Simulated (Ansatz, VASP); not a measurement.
## Cross-check of AlO (Al2O2 bilayer, AA') between VASP and Ansatz

One calculation is typed for both programs; each brings its own data sets. How far apart do they land? The cell is taken from a series of runs on this material, whose earlier steps may have relaxed, scaled, displaced or heated it; both programs get it as it stands.

Calculated with Ansatz 0.2.0; plane waves, with VASP 6.6.1 beside it; single point at PBE with D4.

## 1. The starting structure

The cell holds 8 atoms: 4 O and 4 Al. Cell: a = 2.955 Å, b = 2.955 Å, c = 28.379 Å, α = 90.0°, β = 90.0°, γ = 120.0°. Vacuum lies along c.

Coordinates:

```xyz
8
Lattice="2.9554 0.0000 0.0000 -1.4777 2.5595 0.0000 0.0000 0.0000 28.3793" Properties=species:S:1:pos:R:3
O     0.0000    1.7063    9.0000
O     0.0000    1.7063   12.9198
O     0.0000    0.0000   15.4595
O     0.0000    0.0000   19.3793
Al    0.0000    0.0000    9.6630
Al    0.0000    0.0000   12.2667
Al    0.0000    1.7063   16.1126
Al    0.0000    1.7063   18.7163
```

## 2. VASP: single point, PBE with D4

A single point gives forces, pressure and levels at one fixed geometry, so differences don't come from the geometry; what else differs is listed under the comparison.

Lines of VASP's logs that name or quote its potential files are left out, and so is its time.

Contents of INCAR:

```
SYSTEM = AlO
PREC = Accurate
ENCUT = 520
EDIFF = 1E-06
NELM = 120
ISMEAR = -1
SIGMA = 0.02585
LREAL = .FALSE.
ALGO = Normal
GGA = PE
IVDW = 13
NBANDS = 26
LORBIT = 11
LWAVE = .FALSE.
LCHARG = .FALSE.
ISIF = 2
LDIPOL = .TRUE.
IDIPOL = 3
DIPOL = 0.5 0.5 0.5
LVHAR = .TRUE.
LASPH = .TRUE.
GGA_COMPAT = .FALSE.
EFERMI = MIDGAP
NELMDL = -8
KPAR = 2
```

Contents of POSCAR:

```
AlO
1.0
    2.9554486587      0.0000000000      0.0000000000
   -1.4777243293      2.5594936180      0.0000000000
    0.0000000000      0.0000000000     28.3793036423
O Al
4 4
Direct
    0.3333333334      0.6666666667      0.3171325172
    0.3333333334      0.6666666667      0.4552551060
    0.0000000000      0.0000000001      0.5447448940
    0.0000000000      0.0000000001      0.6828674828
    0.0000000000      0.0000000001      0.3404960412
    0.0000000000      0.0000000001      0.4322414524
    0.3333333334      0.6666666667      0.5677585476
    0.3333333334      0.6666666667      0.6595039588
```

Contents of KPOINTS:

```
Automatic mesh
0
Gamma
18 18 1
0 0 0
```

PAW data sets: O and Al (PBE family, release 64).

Command:

```console
$ mpirun -np 2 vasp_std
```

Numbers of over 12 decimals in the logs are rounded to 6 here.

The program printed:

```text
[banner, memory and clock lines left out]
running    2 mpi-ranks, on    1 nodes
 distrk:  each k-point on    1 cores,    2 groups
 distr:  one band on    1 cores,    1 groups

 POSCAR found type information on POSCAR O Al
 POSCAR found :  2 types and       8 ions
 LDA part: xc-table for (Slater+PW92), standard interpolation
 POSCAR, INCAR and KPOINTS ok, starting setup
 FFT: planning ... GRIDC
 FFT: planning ... GRID_SOFT
 FFT: planning ... GRID
 WAVECAR not read
 entering main loop
       N       E                     dE             d eps       ncg     rms          rms(c)
DAV:   1     0.285665903069E+03    0.28567E+03   -0.15354E+04  1932   0.112E+03
DAV:   2    -0.198274687919E+02   -0.30549E+03   -0.29466E+03  2620   0.267E+02
DAV:   3    -0.587846569170E+02   -0.38957E+02   -0.38681E+02  2428   0.104E+02
DAV:   4    -0.595742619472E+02   -0.78961E+00   -0.78866E+00  2480   0.174E+01
DAV:   5    -0.595878789055E+02   -0.13617E-01   -0.13611E-01  2460   0.217E+00
DAV:   6    -0.595882880189E+02   -0.40911E-03   -0.40905E-03  2488   0.387E-01
DAV:   7    -0.595883053078E+02   -0.17289E-04   -0.17288E-04  2476   0.769E-02
DAV:   8    -0.595883061422E+02   -0.83436E-06   -0.83428E-06  2454   0.170E-02    0.158E+01
DAV:   9    -0.530568826961E+02    0.65314E+01   -0.30171E+01  2336   0.332E+01    0.636E+00
DAV:  10    -0.529959653349E+02    0.60917E-01   -0.87255E-01  2320   0.562E+00    0.332E+00
DAV:  11    -0.529502137272E+02    0.45752E-01   -0.14719E-01  2480   0.281E+00    0.119E+00
DAV:  12    -0.529383612131E+02    0.11853E-01   -0.53616E-02  2510   0.138E+00    0.232E-01
DAV:  13    -0.529361729281E+02    0.21883E-02   -0.26896E-03  2456   0.344E-01    0.730E-02
DAV:  14    -0.529351343175E+02    0.10386E-02   -0.10225E-03  2454   0.169E-01    0.423E-02
[...]
DAV:  19    -0.529362681151E+02   -0.12629E-03   -0.21159E-05  2228   0.247E-02    0.393E-03
DAV:  20    -0.529363690689E+02   -0.10095E-03   -0.77209E-06  2074   0.114E-02    0.255E-03
DAV:  21    -0.529364124493E+02   -0.43380E-04   -0.42343E-06  1942   0.779E-03    0.891E-04
DAV:  22    -0.529364340289E+02   -0.21580E-04   -0.16460E-06  1800   0.507E-03    0.137E-03
DAV:  23    -0.529364434743E+02   -0.94454E-05   -0.71311E-07  1736   0.324E-03    0.533E-04
DAV:  24    -0.529364492990E+02   -0.58247E-05   -0.12849E-07  1642   0.166E-03    0.313E-04
DAV:  25    -0.529364532041E+02   -0.39051E-05   -0.10175E-07  1574   0.109E-03    0.293E-04
DAV:  26    -0.529364538310E+02   -0.62688E-06   -0.11853E-08  1522   0.571E-04
   1 F= -.54533369E+02 E0= -.54533369E+02  d E =-.340972E-11
```

Parts of OUTCAR (step 2):

```text
ion  position               nearest neighbor table
   1  0.333  0.667  0.317-   5 1.83   5 1.83   5 1.83
   2  0.333  0.667  0.455-   6 1.83   6 1.83   6 1.83
   3  0.000  0.000  0.545-   7 1.83   7 1.83   7 1.83
   4  0.000  0.000  0.683-   8 1.83   8 1.83   8 1.83
   5  0.000  0.000  0.340-   1 1.83   1 1.83   1 1.83   6 2.60
   6  0.000  0.000  0.432-   2 1.83   2 1.83   2 1.83   5 2.60
   7  0.333  0.667  0.568-   3 1.83   3 1.83   3 1.83   8 2.60
   8  0.333  0.667  0.660-   4 1.83   4 1.83   4 1.83   7 2.60

  LATTYP: Found a hexagonal cell.
 ALAT       =     2.9554486587
 C/A-ratio  =     9.6023673288

 Subroutine GETGRP returns: Found 12 space group operations
 (whereof  6 operations were pure point group operations)

The static configuration has the point symmetry C_3v.
 The point group associated with its full space group is D_3d.

 Found     37 irreducible k-points:

   k-points           NKPTS =     37   k-points in BZ     NKDIM =     37   number of bands    NBANDS=     26

   dimension x,y,z NGX =    24 NGY =   24 NGZ =  216
   dimension x,y,z NGXF=    48 NGYF=   48 NGZF=  432

   ENCUT  =  520.0 eV  38.22 Ry    6.18 a.u.   5.50  5.50 52.77*2*pi/ulx,y,z

   NELECT =      36.0000    total number of electrons

 k-points in reciprocal lattice and weights: Automatic mesh
   0.00000000  0.00000000  0.00000000       0.003
   0.05555556 -0.00000000  0.00000000       0.019
   0.11111111 -0.00000000  0.00000000       0.019
   0.16666667 -0.00000000  0.00000000       0.019
   0.22222222 -0.00000000  0.00000000       0.019
   0.27777778 -0.00000000  0.00000000       0.019
   0.33333333  0.00000000  0.00000000       0.019
   0.38888889  0.00000000  0.00000000       0.019
   0.44444444 -0.00000000  0.00000000       0.019
[...]
0.33333333  0.27777778  0.00000000       0.037
   0.33333333  0.33333333  0.00000000       0.006

 dipolmoment           0.000000      0.000000     -0.000000 electrons x Angstroem

 average (electrostatic) potential at core
       1 -76.1442       2 -76.2278       3 -76.2278       4 -76.1442       5 -80.1718
       6 -80.2231       7 -80.2231       8 -80.1718

 E-fermi :   0.7033

 k-point     1 :       0.0000    0.0000    0.0000
  band No.  band energies     occupation
    ...
     14      -4.3971      2.00000
     15      -4.3963      2.00000
     16      -4.3963      2.00000
     17      -2.5954      2.00000
     18      -1.9102      2.00000
     19       1.7542      0.00000
     20       2.2996      0.00000
     21       4.1770      0.00000
     22       4.4742      0.00000
     23       5.0340      0.00000
    ...

 k-point     2 :       0.0556   -0.0000    0.0000
  band No.  band energies     occupation
    ...
     14      -4.5007      2.00000
     15      -4.4190      2.00000
     16      -4.4182      2.00000
     17      -2.4912      2.00000
     18      -1.8586      2.00000
     19       1.9150      0.00000
     20       2.4375      0.00000
     21       4.2679      0.00000
     22       4.5639      0.00000
     23       5.1137      0.00000
    ...

 k-point     3 :       0.1111   -0.0000    0.0000
  band No.  band energies     occupation
    ...
     14      -4.5562      2.00000
     15      -4.4815      2.00000
     16      -4.4803      2.00000
     17      -2.2580      2.00000
     18      -1.7363      2.00000
     19       2.3426      0.00000
     20       2.8062      0.00000
     21       4.5140      0.00000
     22       4.8014      0.00000
     23       5.3465      0.00000
    ...

  DFT-D4 for vdW energy calculation

  Edisp (eV):   -1.59692

  Total       0.02057     0.02057    -0.15365     0.00000     0.00000     0.00000
  in kB       0.15352     0.15352    -1.14673     0.00000     0.00000     0.00000
  external pressure =       -0.28 kB  Pullay stress =        0.00 kB

  energy-cutoff  :      520.00
  volume of cell :      214.67
      direct lattice vectors                 reciprocal lattice vectors
     2.955448659  0.000000000  0.000000000     0.338358102  0.195351142  0.000000000
    -1.477724329  2.559493618  0.000000000     0.000000000  0.390702283  0.000000000
     0.000000000  0.000000000 28.379303642     0.000000000  0.000000000  0.035236946

 POSITION                                       TOTAL-FORCE (eV/Angst)
 -----------------------------------------------------------------------------------
      0.00000      1.70633      9.00000         0.000000      0.000000      0.023677
      0.00000      1.70633     12.91982         0.000000     -0.000000     -0.024480
     -0.00000      0.00000     15.45948        -0.000000      0.000000      0.024480
     -0.00000      0.00000     19.37930         0.000000     -0.000000     -0.023677
     -0.00000      0.00000      9.66304        -0.000000      0.000000     -0.025481
     -0.00000      0.00000     12.26671        -0.000000     -0.000000      0.020318
      0.00000      1.70633     16.11259         0.000000      0.000000     -0.020318
      0.00000      1.70633     18.71626         0.000000     -0.000000      0.025481
 -----------------------------------------------------------------------------------
    total drift:                               -0.000000     -0.000001      0.000000

  FREE ENERGIE OF THE ION-ELECTRON SYSTEM (eV)
  ---------------------------------------------------
  free  energy   TOTEN  =       -54.5333691390 eV

  energy  without entropy=      -54.5333691390  energy(sigma->0) =      -54.53336914

 vacuum level on the upper side and lower side of the slab         5.091         5.091

 total charge
# of ion       s       p       d       tot
------------------------------------------
    1        1.556   3.583   0.000   5.138
    2        1.557   3.591   0.000   5.148
    3        1.557   3.591   0.000   5.148
    4        1.556   3.583   0.000   5.138
    5        0.370   0.407   0.000   0.777
    6        0.370   0.408   0.000   0.778
    7        0.370   0.408   0.000   0.778
    8        0.370   0.407   0.000   0.777
--------------------------------------------------
tot          7.704  15.978   0.000  23.683

[... 3 further parts left out ...]
```

## 3. Ansatz: single point, PBE with D4

Ansatz runs on its default PAW (the set named soft_2) files.

The same cell, functional, mesh and smearing now go to Ansatz, which takes its cutoff from its data sets.

Contents of input.yaml:

```yaml
crystal:
  lattice:
    - [2.9554486587, 0.0, 0.0]
    - [-1.4777243293, 2.559493618, 0.0]
    - [0.0, 0.0, 28.3793036423]
  atoms:
    - { symbol: O, position: [0.3333333333, 0.6666666667, 0.3171325172] }
    - { symbol: Al, position: [0.0, 0.0, 0.3404960412] }
    - { symbol: Al, position: [0.0, 0.0, 0.4322414524] }
    - { symbol: O, position: [0.3333333333, 0.6666666667, 0.455255106] }
    - { symbol: O, position: [0.0, 0.0, 0.544744894] }
    - { symbol: Al, position: [0.3333333333, 0.6666666667, 0.5677585476] }
    - { symbol: Al, position: [0.3333333333, 0.6666666667, 0.6595039588] }
    - { symbol: O, position: [0.0, 0.0, 0.6828674828] }
kpoints:
  mp_grid: { grid: [18, 18, 1] }
  band_path:
    path: [[0, 0, 0], [0.5, 0, 0], [0.33333333, 0.33333333, 0], [0, 0, 0]]
    npoints: 16
hamiltonian:
  xc: pbe
  dispersion: d4
scf:
  occupations: { method: fermi_dirac, width: 0.02585 }
  convergence: { dr2_threshold: 1.0e-10 }
efield:
  axis: 3
  dipole_correction: true
  ramp_position: 0.97
  ramp_width: 0.06
  amplitude: 0
output:
  dos: { projected: true, e_range: [-6, 5] }
  bader: true
  write_potential: true
  write_density: true
  volumetric_format: npy
  elf: true
```

Command:

```console
$ ansatz run input.yaml --threads 4 --pin off --max-ram 6144MiB --backend cpu --events-out ev --progress --plain --runs-dir out
```

The program printed:

```text
Engine: ansatz 0.2.0, x86_64-unknown-linux-gnu
Pseudopotentials: kind: paw
Pseudopotential: O, paw, valence charge 6, recommended cutoff 420 eV (normal), O.paw.azcp
Pseudopotential: Al, paw, valence charge 3, recommended cutoff 420 eV (normal), Al.paw.azcp
Functional definition: PBE
  parameter kappa = 0.804
  parameter beta = 0.066725
  exchange = pbe_x(kappa = kappa, mu = beta*pi^2/3)
  correlation = pbe_c(beta = beta)
Crystal: 8 atoms, lattice volume = 214.674 Å³
Basis set: ecut = 420 eV, 4115 PW (Γ)
Bands: 26, of which v1, the nominal top of the filled ones, is band 18 counted from 1 (17 counted from 0)
Symmetry: 6 space group operations
k-points: 37 of 324 (time reversal used)
Non-local potential: O, projectors of the file, l = 0: 2, l = 1: 2, l = 2: 1
Non-local potential: Al, projectors of the file, l = 0: 2, l = 1: 2, l = 2: 1
PAW form: soft (Blöchl's): semilocal exchange-correlation on the pseudo side does not see the compensation charge
PAW one-centre angular grid: O, 110 points (default); XC on 64 Gauss nodes
PAW one-centre angular grid: Al, 110 points (default); XC on 64 Gauss nodes
Initial density: superposition of atomic densities (neutral atoms: chi_scale 0, normalization atom), corrected by the library's trained network
Initial wavefunctions: pseudopotential atomic-orbital guess
Functional: x = pbe(κ = 0.804, μ = 0.219515), c = pbe(β = 0.066725)
SCF iter   1: F=—  HF=-4429.452993 eV  |F-HF|=—  |Δ(HF+E_count)|=         —  Δρ=5.89e-3  dr2=1.54e-1  ethr=1.77e-3  p=0.000 e·Å  D=1.03e-13 V/Å  ΔV_dip=-0.00 eV  dr2_dipole=5.82e-9  V_vac-E_F(+/−)=5.20/5.20 eV  ⟨swp⟩=10.4  Hψ=6464  notcnv=0  defer=8
efield: sawtooth ramp at fractional position 0.9700 (set: `efield.ramp_position`, or a place that a band, a saddle search or an elastic batch's reference lends), width 0.0600; the density the first Hamiltonian is built on has a dipole p = 0.000 e·Å; the dipole correction subtracts the counter field D = 1.03e-13 V/Å, which shifts the + side's vacuum level by -0.00 eV against the − side's; the planar-averaged density in the ramp window peaks in size at 5.8e-6 e/Å³
preconditioner: auto → Resta (q_TF=auto, 2.026 Å⁻¹)  ε∞=2.2  [insulator: Δε(μ)=1.269 eV  Ē_g=13.647 eV  σ=0.026 eV  W_gap=1.00  n_scr=18 (ndim 8)  ℏωp=15.2 eV  f_vac=0.525  D(μ)=0.00/eV (n_scr^D=0)  ε∞_Penn≈2.2  vacuum switching on, ρ_ref=1.4e-2 e/Å³]
SCF iter   2: F=—  HF=-4429.416055 eV  |F-HF|=—  |Δ(HF+E_count)|=   3.69e-2  Δρ=3.07e-3  dr2=1.74e-2  ethr=4.28e-4  p=-0.000 e·Å  D=-3.26e-5 V/Å  ΔV_dip=0.00 eV  dr2_dipole=1.27e-8  V_vac-E_F(+/−)=4.71/4.71 eV  ⟨swp⟩=2.6  Hψ=1919  notcnv=0  defer=107
SCF iter   3: F=—  HF=-4429.411883 eV  |F-HF|=—  |Δ(HF+E_count)|=   4.17e-3  Δρ=9.04e-4  dr2=3.66e-3  ethr=4.82e-5  p=-0.000 e·Å  D=-8.82e-6 V/Å  ΔV_dip=0.00 eV  dr2_dipole=1.36e-10  V_vac-E_F(+/−)=4.55/4.55 eV  ⟨swp⟩=2.6  Hψ=1593  notcnv=0  defer=107
SCF iter   4: F=—  HF=-4429.411339 eV  |F-HF|=—  |Δ(HF+E_count)|=   5.43e-4  Δρ=3.62e-4  dr2=6.38e-4  ethr=1.02e-5  p=-0.000 e·Å  D=-4.82e-6 V/Å  ΔV_dip=0.00 eV  dr2_dipole=4.05e-10  V_vac-E_F(+/−)=4.44/4.44 eV  ⟨swp⟩=2.6  Hψ=1379  notcnv=0  defer=107
SCF iter   5: F=—  HF=-4429.411274 eV  |F-HF|=—  |Δ(HF+E_count)|=   6.58e-5  Δρ=1.32e-4  dr2=7.95e-5  ethr=1.77e-6  p=0.000 e·Å  D=6.36e-6 V/Å  ΔV_dip=-0.00 eV  dr2_dipole=4.45e-10  V_vac-E_F(+/−)=4.36/4.36 eV  ⟨swp⟩=3.1  Hψ=1509  notcnv=0  defer=107
SCF iter   6: F=—  HF=-4429.411267 eV  |F-HF|=—  |Δ(HF+E_count)|=   6.90e-6  Δρ=3.54e-5  dr2=2.02e-6  ethr=2.21e-7  p=0.000 e·Å  D=2.89e-6 V/Å  ΔV_dip=-0.00 eV  dr2_dipole=8.16e-12  V_vac-E_F(+/−)=4.35/4.35 eV  ⟨swp⟩=2.8  Hψ=1461  notcnv=0  defer=107
SCF iter   7: F=—  HF=-4429.411350 eV  |F-HF|=—  |Δ(HF+E_count)|=   8.30e-5  Δρ=9.25e-6  dr2=1.16e-7  ethr=5.61e-9  p=0.000 e·Å  D=1.17e-6 V/Å  ΔV_dip=-0.00 eV  dr2_dipole=1.29e-11  V_vac-E_F(+/−)=4.35/4.35 eV  ⟨swp⟩=2.2  Hψ=1489  notcnv=0  defer=107
SCF iter   8: F=—  HF=-4429.411350 eV  |F-HF|=—  |Δ(HF+E_count)|=   1.25e-7  Δρ=2.93e-6  dr2=1.22e-8  ethr=3.21e-10  p=0.000 e·Å  D=2.64e-6 V/Å  ΔV_dip=-0.00 eV  dr2_dipole=3.29e-11  V_vac-E_F(+/−)=4.35/4.35 eV  ⟨swp⟩=2.3  Hψ=1587  notcnv=0  defer=107
SCF iter   9: F=—  HF=-4429.411350 eV  |F-HF|=—  |Δ(HF+E_count)|=   3.84e-9  Δρ=1.15e-6  dr2=1.56e-9  ethr=3.40e-11  p=0.000 e·Å  D=9.95e-7 V/Å  ΔV_dip=-0.00 eV  dr2_dipole=1.39e-11  V_vac-E_F(+/−)=4.35/4.35 eV  ⟨swp⟩=2.5  Hψ=1640  notcnv=0  defer=107
SCF iter  10: F=-4429.411350 eV  HF=-4429.411350 eV  |F-HF|=1.14e-10  |Δ(HF+E_count)|=  6.80e-10  Δρ=2.57e-7  dr2=9.57e-11  ethr=1.00e-12  p=0.000 e·Å  D=2.07e-6 V/Å  ΔV_dip=-0.00 eV  dr2_dipole=2.97e-12  V_vac-E_F(+/−)=4.35/4.35 eV  ⟨swp⟩=11.9  Hψ=4453  notcnv=0
SCF 1 converged in 10 iterations: F = -4429.411350 eV  dr2 = 9.57e-11
  greatest PAW one-centre occupation: 0.863 electrons in one spin orbital (limit 2), on the O atom at site 3 (counted from 0), in its partial waves of l = 0
NSCF: frozen V_eff on 49 k-points
efield: sawtooth ramp at fractional position 0.9700 (kept from the solve that this one continues, or follows in the run), width 0.0600; the density the first Hamiltonian is built on has a dipole p = 0.000 e·Å; the dipole correction subtracts the counter field D = 2.07e-6 V/Å, which shifts the + side's vacuum level by -0.00 eV against the − side's; the planar-averaged density in the ramp window peaks in size at 2.7e-7 e/Å³
WARN: The output density's exchange-correlation potential varies sharply where the density is thin. Do not read a vacuum level from v_tot or v_xc, or from such a field of the output density. On a cell that repeats whose density bears no net charge and no dipole along the vacuum's axis use v_es (v_loc + v_h of the components); under efield.dipole_correction with no amplitude use v_es + v_field, which holds any externa [...]
SCF converged after 10 iterations
Free energy (F): -4429.411350 eV
Harris-Foulkes:  -4429.411350 eV  (|F-HF|=1.14e-10)
Internal energy: -4429.411350 eV  (E = F + TS)
E sigma→0 (E₀):  -4429.411350 eV
Fermi energy:    1.155053 eV
Dipole field:    D = -0.000000 V/Å  (p = -0.000000 e·Å, saw-weighted, corrected)
Work function:   Φ+ = 4.3466 eV   Φ− = 4.3466 eV
Levels:          The Fermi level and band energies are counted from a zero that moves with the ramp; work functions are not
--- Per-component energies (eV) ---
  E_band       = -287.087455
  E_kinetic    = 808.472600
  E_local      = -23778.641676  (includes V_loc(G=0)·N_el)
  E_nonlocal   = 232.023548
  E_hartree    = 11554.239509
  E_xc         = -457.863348
  E_vxc        = -497.327771  (∫ρ·V_xc dr)
  E_paw        = -2504.150993  (= ΣΔE_a)
  E_vpaw       = -160.103146  (= ΣTr[D̂ρ^β])
  E_aug_tail   = 0.009981  (compensation charges beyond the density's cutoff)
  E_efield     = 0.000000  (sawtooth field / dipole correction)
  E_vefield    = 0.000000  (∫n·V_field dr)
  E_ewald      = 9718.092691
  E_disp       = -1.593661  (pairwise vdW)
  E_smearing   = -0.000000  (= −TS)
  E_closure    = 0.000000  (closes the sum)
  Σ components = -4429.411350   (vs F -4429.411350, Δ=0.00e0)
--- Band table (eV; the first three rows and the last of 37) ---
  k-point 0: bands = [... 14 lower, -3.9690, -3.9690, -2.1585, -1.4774, 2.1862, 2.7338, 4.5920, 4.8933, ... 4 higher]
  k-point 1: bands = [... 14 lower, -3.9916, -3.9908, -2.0547, -1.4259, 2.3468, 2.8715, 4.6826, 4.9822, ... 4 higher]
  k-point 2: bands = [... 14 lower, -4.0537, -4.0527, -1.8220, -1.3037, 2.7743, 3.2398, 4.9282, 5.2181, ... 4 higher]
  k-point 36: bands = [... 14 lower, -3.6042, -3.6042, 0.5664, 0.5666, 2.0016, 2.0675, 4.9672, 4.9673, ... 4 higher]
--- Bader charges: 8 sites ---
  site symbol  charge [e]  shift [e] shared [e]
     0      O     -1.7459     0.0015    -1.7557
     1     Al      2.0709     0.0006     1.7635
     2     Al      2.0699     0.0007     1.7519
     3      O     -1.7487     0.0015    -1.7597
     4      O     -1.7487     0.0015    -1.7597
     5     Al      2.0699     0.0007     1.7519
     6     Al      2.0709     0.0006     1.7635
     7      O     -1.7459     0.0015    -1.7557
  maxima off the nuclei: 4, with 1.2922 electrons
  on the straight line to a nucleus their density falls by 5.6e-4 to 7.2e-4 of itself; PAW files or a low cutoff
  can make one that falls by little (a run on other files and one at a higher cutoff tell): if they did, read the shared
  charge, to which what the maxima have on the atom's side is counted
  estimated error of the sums over rays = 5.8e-4 e
```

## 4. Differences

Known differences besides the potentials themselves: the cutoff is 420 eV in Ansatz and 520 eV in VASP. Total energies have different zeros and are not compared.

The two programs side by side:

```csv
quantity,Ansatz,VASP,difference
gap on the k mesh (eV),1.170,1.179,-0.009
```

A gap on the mesh is an upper bound, since the band edges may lie between its points. With vacuum in the cell, a pressure given here is an average over mostly empty space and none of the material.

## 5. Results

- difference in gap on the k mesh (single point, PBE with D4): -0.0090 eV

The difference in gap on the k mesh is -0.0090 eV (single point, PBE with D4), within the 0.08 eV picked in this series as the mark of a large difference. How closely two codes agree says nothing of how well the functional describes the real material.

[Lines on the potential files, build, host, timing and source positions are cut from VASP's logs without a mark.]

[Logs are printed without paths, hosts, clocks, repeated set-up lines and the standing remarks that a program may print on its own settings, such as how far it seeks lower states.]

[Hosts, paths, dates, database ids (printed as entryN), source tags and the programs' standing remarks are cut or masked in the printed files.]
